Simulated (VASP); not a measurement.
```xyz
1
Lattice="-3.0500 3.0500 3.0500 3.0500 -3.0500 3.0500 3.0500 3.0500 -3.0500" Properties=species:S:1:pos:R:3 pbc="T T T"
Cs     0.0000     0.0000     0.0000
```

Calculation: r2SCAN+rVV10, VASP's PBE PAW potentials (set 64) (plane waves; VASP). Settings: 520 eV cut-off, 8×8×8 Γ-centred mesh, first-order Methfessel-Paxton smearing of 0.10 eV, potentials Cs_sv.

Energy and stress use the plane-wave basis of the starting cell.

**Question.** The ions, cell shape and volume are relaxed. What does this cell relax into?

**Answer.** 
```xyz
1
Lattice="-3.0891 3.0891 3.0891 3.0891 -3.0891 3.0891 3.0891 3.0891 -3.0891" Properties=species:S:1:pos:R:3 pbc="T T T"
Cs     0.0000     0.0000     0.0000
```
Space group Im-3m (229), at a tolerance of 0.03 Å.

**Question.** How do energy and volume change from the first to the last step?

**Answer.** The energy (σ→0) changes by -1.2 meV/atom and the volume by +3.9 %, in 4 ionic steps.

| step | E(σ→0) (eV) | max force (eV/Å) | pressure (GPa) | volume (Å³) |
|---|---|---|---|---|
| 1 | -24.5634 | 0.000 | 0.07 | 113.49 |
| 2 | -24.5638 | 0.000 | 0.06 | 114.34 |
| 3 | -24.5645 | 0.000 | 0.02 | 116.90 |
| 4 | -24.5646 | 0.000 | 0.00 | 117.91 |

The compound is Cs in the bcc structure. This run relaxes it. Symmetry was kept, so distortions that lower it aren't found.
